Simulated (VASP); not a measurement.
An input for Ansatz (written as the equivalent of a VASP run, and not itself run):

Ansatz 0.2 input:
```yaml
crystal:
  lattice:
    - [0.0000000, 3.3244176, 3.3244176]
    - [3.3244176, 0.0000000, 3.3244176]
    - [3.3244176, 3.3244176, 0.0000000]
  atoms:
    - { symbol: Hg, position: [0.0000000, 0.0000000, 0.0000000] }
    - { symbol: Te, position: [0.2500000, 0.2500000, 0.2500000] }
kpoints:
  mp_grid: { grid: [9, 9, 9] }
hamiltonian:
  xc: pbe
  pseudopotentials: { kind: paw }
scf:
  occupations: { method: methfessel_paxton, width: 0.1 }
  max_iter: 100
relax:
  max_steps: 60
  f_tol: 0.01
  cell: {}
output: { forces: true, stress: true, eigenvalues: true }
```

Write the VASP files for the same calculation (PBE).

This is not unique; one that fits is 
KPOINTS:
```
Automatic mesh
0
Gamma
9 9 9
0 0 0
```

### INCAR
```
! general
SYSTEM  = HgTe
PREC    = Accurate
ENCUT   = 400
LREAL   = .False.
LASPH   = .True.

! electronic loop
EDIFF   = 1E-6   ! SCF stop (eV)
NELM    = 100   ! most electronic steps
ALGO    = Normal
LMAXMIX = 6   ! l cut-off of mixed one-centre charges

! smearing
ISMEAR  = 1   ! Methfessel-Paxton
SIGMA   = 0.1   ! width (eV)

! functional
GGA     = PE   ! PBE

! ions
IBRION  = 2   ! conjugate gradients
NSW     = 60   ! most ionic steps
ISIF    = 3   ! ions, shape and volume
EDIFFG  = -0.01   ! ionic stop

! output
LWAVE   = .False.
LCHARG  = .False.
```

**POSCAR**
```
HgTe
1
    0.0000000000     3.3244175925     3.3244175925
    3.3244175925    -0.0000000000     3.3244175925
    3.3244175925     3.3244175925     0.0000000000
Hg Te
1 1
Direct
  0.0000000000   0.0000000000   0.0000000000
  0.2500000000   0.2500000000   0.2500000000
```

POTCAR, in this order: Hg Te (PBE.64 set). Program: vasp_std.

What does not carry over: each code has its own PAW files, so the cut-off isn't converted (ENCUT is set for VASP's; basis.ecutwfc is left out, and Ansatz then takes the one that its files recommend); Ansatz stops its SCF on the density residual and VASP on the energy change (EDIFF).

The compound is HgTe in the zinc blende structure. This run relaxes it. Symmetry was kept, so distortions that lower it aren't found. The start is the result of an earlier pass.
